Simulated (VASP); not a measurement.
A convergence study with VASP on Si (diamond): one setting is varied, all else stays as given below, so the limit is that of these other settings.

```
CELL_PARAMETERS angstrom
      0.00000     2.71550     2.71550
      2.71550     0.00000     2.71550
      2.71550     2.71550     0.00000
ATOMIC_POSITIONS crystal
  Si 0.00000 0.00000 0.00000
  Si 0.25000 0.25000 0.25000
```

All values below come from PBE GGA, VASP's PBE PAW potentials (set 64) (plane waves; VASP). The tightest run used: 550 eV cut-off, 17×17×17 Γ-centred mesh, tetrahedra with Blöchl corrections, potentials Si.

Gaps are read on the run's mesh, which can miss a band edge.

The settings run are 3×3×3 mesh; 4×4×4 mesh; 5×5×5 mesh; 6×6×6 mesh; 7×7×7 mesh; 8×8×8 mesh; 9×9×9 mesh; 10×10×10 mesh; 11×11×11 mesh; 12×12×12 mesh; 13×13×13 mesh; 14×14×14 mesh; 15×15×15 mesh; 16×16×16 mesh; 17×17×17 mesh. From which on does the energy per atom stay within 0.002 eV/atom of the tightest run?

From 8×8×8 mesh on: it is off by 0.0019 there and by no more than 0.002 in any finer run, while 7×7×7 mesh is off by 0.0047.
```tsv
setting	E (eV/atom)	pressure (GPa)	gap on the mesh (eV)	irreducible k-points	difference judged (eV/atom)
3×3×3 mesh	-5.1136	3.93	0.690	4	0.3089
4×4×4 mesh	-5.3285	2.57	0.694	8	0.0940
5×5×5 mesh	-5.3903	2.15	0.575	10	0.0322
6×6×6 mesh	-5.4105	2.00	0.708	16	0.0120
7×7×7 mesh	-5.4178	1.95	0.573	20	0.0047
8×8×8 mesh	-5.4205	1.93	0.616	29	0.0019
9×9×9 mesh	-5.4217	1.93	0.585	35	0.0008
10×10×10 mesh	-5.4221	1.93	0.582	47	0.0004
11×11×11 mesh	-5.4223	1.93	0.598	56	0.0002
12×12×12 mesh	-5.4224	1.93	0.573	72	0.0001
13×13×13 mesh	-5.4225	1.93	0.601	84	0.0000
14×14×14 mesh	-5.4225	1.93	0.574	104	0.0000
15×15×15 mesh	-5.4225	1.93	0.582	120	0.0000
16×16×16 mesh	-5.4225	1.93	0.579	145	0.0000
17×17×17 mesh	-5.4225	1.93	0.575	165	0.0000
```

Left out are rungs that failed or repeat a setting and relaxations that didn't move; long series are thinned to 24 rows.

The compound is Si in the diamond structure. The cell was not relaxed at this level.
